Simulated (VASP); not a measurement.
The system is Si7B.

```
Si B
1.0
     3.72000    0.00000    0.00000
     0.00000    3.72000    0.00000
     0.00000    0.00000   10.50000
Si B
7 1
Direct
  0.00000 0.00000 0.50000
  0.00000 0.50000 0.37500
  0.50000 0.00000 0.62500
  0.00000 0.50000 0.89000
  0.50000 0.00000 0.11000
  0.50000 0.50000 0.76000
  0.50000 0.50000 0.24000
  0.00000 0.00000 0.00000
```

The cell was built by a generator and needn't be a form met in nature.

- Program: VASP 6.6.1
- Task: relaxation of cell and atoms
- Functional: PBE
- Potentials or basis: VASP PAW PBE potentials, release 64 (Si, B)
- Cutoff: 520 eV
- k mesh: 5 × 5 × 2
- Occupations: gaussian, width 0.15 eV
- Spin: no spin polarisation

At the start: pressure 2.3 GPa; volume 18.16 Å³/atom.

Task: How do energy, volume and symmetry change on relaxing?

Result: Over 9 steps the energy falls by 52.3 meV/atom and the volume is 18.35 Å³/atom (+1.0 %); space group P-4m2 (No. 115, to 0.05 Å).

The path:
| step | energy change (eV) | largest force (eV/Å) | pressure (GPa) | volume (Å³) |
| --- | --- | --- | --- | --- |
| 1 | 0.0000 | 1.7146 | 2.26 | 145.30 |
| 2 | -0.2651 | 0.7340 | -2.03 | 150.77 |
| 3 | -0.2696 | 0.5846 | -2.55 | 151.57 |
| 4 | -0.3756 | 0.6269 | -0.10 | 146.87 |
| 5 | -0.3778 | 0.6618 | 0.35 | 146.16 |
| 6 | -0.4124 | 0.1853 | 0.27 | 145.95 |
| 7 | -0.4132 | 0.2368 | 0.26 | 145.92 |
| 8 | -0.4180 | 0.0841 | -0.14 | 146.57 |
| 9 | -0.4182 | 0.0396 | -0.27 | 146.78 |

Final structure:
```
Si B
1.0
     3.68368    0.00000    0.00000
     0.00000    3.68368    0.00000
     0.00000    0.00000   10.81696
Si B
7 1
Direct
  0.00000 0.00000 0.50000
  0.00000 0.50000 0.36679
  0.50000 0.00000 0.63321
  0.00000 0.50000 0.90609
  0.50000 0.00000 0.09391
  0.50000 0.50000 0.76345
  0.50000 0.50000 0.23655
  0.00000 0.00000 0.00000
```
